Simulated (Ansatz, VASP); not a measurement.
One structure in several programs: TlBi₂ (P6/mmm, 3 atoms in the cell)

Self-consistent single point.

```
TlBi2
1.0
    5.70866     0.00000     0.00000
   -2.85433     4.94384     0.00000
    0.00000     0.00000     3.39376
Tl Bi
1 2
Direct
  0.00000   0.00000   0.00000
  0.66667   0.33333   0.50000
  0.33333   0.66667   0.50000
```

Shared settings, as Ansatz (a first-principles code) writes them: kpoints.mp_grid.grid = 6 6 8; magnetization.spin_orbit = true; scf.occupations.method = gaussian; scf.occupations.width = 0.01 Ry. Potentials and cutoffs stand in the table.

```
code                                                                model  pressure (GPa)   cutoff
------  -----------------------------------------------------------------  --------------  -------
VASP    LDA (PZ), spin-orbit coupling, VASP's LDA PAW potentials (set 64)           -2.96   300 eV
Ansatz       LDA (PW92) with spin-orbit coupling, PAW files made with PBE           -2.41  30.9 Ry
```

The spread over the programs that give each value: pressure within 0.55 GPa.

Ansatz's pressure is given at a fixed set of plane waves, as the other plane-wave codes print theirs; with its correction for the finite basis it is -2.35 GPa. The same LDA comes in different parametrisations, which differ slightly.

VASP's run is marked for a possible Pulay error in its stress at this cutoff; no cutoff test was made.

The starting cell comes from a database of computed structures (which also holds hypothetical and non-ambient phases and stackings), without a prior relaxation at this level.

Keys are those of Ansatz 0.2.
